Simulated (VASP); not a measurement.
An input for Ansatz (written as the equivalent of a VASP run, and not itself run):

Ansatz 0.2 input:
```yaml
crystal:
  lattice:
    - [0.0000000, 3.2400000, 3.2400000]
    - [3.2400000, 0.0000000, 3.2400000]
    - [3.2400000, 3.2400000, 0.0000000]
  atoms:
    - { symbol: In, position: [0.0000000, 0.0000000, 0.0000000] }
    - { symbol: Sb, position: [0.2500000, 0.2500000, 0.2500000] }
kpoints:
  mp_grid: { grid: [3, 3, 3] }
hamiltonian:
  xc: pbesol
  pseudopotentials: { kind: paw }
scf:
  occupations: { method: fermi_dirac, width: 0.02 }
  max_iter: 100
output: { forces: true, stress: true, eigenvalues: true }
```

Translate this input to VASP (INCAR, KPOINTS, POSCAR, choice of POTCAR).

This is not unique; one that fits is 
File KPOINTS:
```
kpoints
0
gamma
 3 3 3
```

**INCAR**
```
# general
SYSTEM  = InSb
PREC    = Accurate
ENCUT   = 300
LREAL   = .False.   # projection in real space or not
LASPH   = .True.

# electronic loop
EDIFF   = 1E-6
NELM    = 100   # most electronic steps
ALGO    = Normal
LMAXMIX = 4

# smearing
ISMEAR  = -1   # Fermi-Dirac
SIGMA   = 0.02   # width (eV)

# functional
GGA     = PS   # PBEsol

# ions
ISIF    = 2   # forces and stress, cell fixed

# output
LWAVE   = .False.
LCHARG  = .False.
```

### POSCAR
```
InSb
1
    0.0000000000     3.2400000000     3.2400000000
    3.2400000000     0.0000000000     3.2400000000
    3.2400000000     3.2400000000     0.0000000000
In Sb
1 1
Direct
  0.0000000000   0.0000000000   0.0000000000
  0.2500000000   0.2500000000   0.2500000000
```

POTCAR, in this order: In_d Sb (PBE.64 set). Program: vasp_std.

What does not carry over: each code has its own PAW files, so the cut-off isn't converted (ENCUT is set for VASP's; basis.ecutwfc is left out, and Ansatz then takes the one that its files recommend); Ansatz stops its SCF on the density residual and VASP on the energy change (EDIFF).

The structure is a typed InSb crystal (F-43m). The cell was not relaxed at this level. The k-mesh is coarse (spacing up to 0.56 per Å, 2π included), so the numbers may not be converged in it. The run is one of a series of settings (KPOINTS 3×3×3 Γ-centred mesh against the base run), some of them coarse on purpose.
